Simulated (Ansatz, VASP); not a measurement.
Two plane-wave programs on Ti2BeH6

```
Ti Be H
1.0
     0.00000    3.02912    3.02912
     3.02912    0.00000    3.02912
     3.02912    3.02912    0.00000
Ti Be H
2 1 6
Cartesian
  1.5146 1.5146 1.5146
  4.5437 4.5437 4.5437
  0.0000 0.0000 0.0000
  1.5580 3.0291 3.0291
  4.5002 3.0291 3.0291
  3.0291 1.5580 3.0291
  3.0291 4.5002 3.0291
  3.0291 3.0291 1.5580
  3.0291 3.0291 4.5002
```

Change from the starting cell: ordered vacancies on the cation sites of perovskite (Fm-3m, No. 225).

Alike in both runs: functional PBE; k mesh 4 × 4 × 4; occupations gaussian, width 0.1 eV; no spin polarisation.

Ansatz relaxed the structure, and its values are those at the end. VASP's run is a single point on that final structure, the one shown.

|  | VASP | Ansatz |
| --- | --- | --- |
| version | VASP 6.6.1 | Ansatz 0.2.0 |
| potentials or method | VASP PAW PBE potentials, release 64 (Ti_sv, Be, H) | scalar-relativistic, plane waves, PAW |
| plane-wave cutoff (eV) | 520 | 420 |
| valence electrons in the cell | 32 | 32 |

VASP gave:

```
gap on the k mesh at the Fermi level (eV) : none
pressure (GPa)                            : -0.2
```

Question: Estimate Ansatz's values.

Answer: gap on the k mesh at the Fermi level (eV): none; pressure (GPa): 0.0.

A gap of «none» marks a metal or a gap that the smearing closes. With one functional, cell and mesh, what is left measures potentials, basis and numerics.

Caveats: the k mesh is coarse (spacing up to 0.45 Å⁻¹), so the values aren't converged.
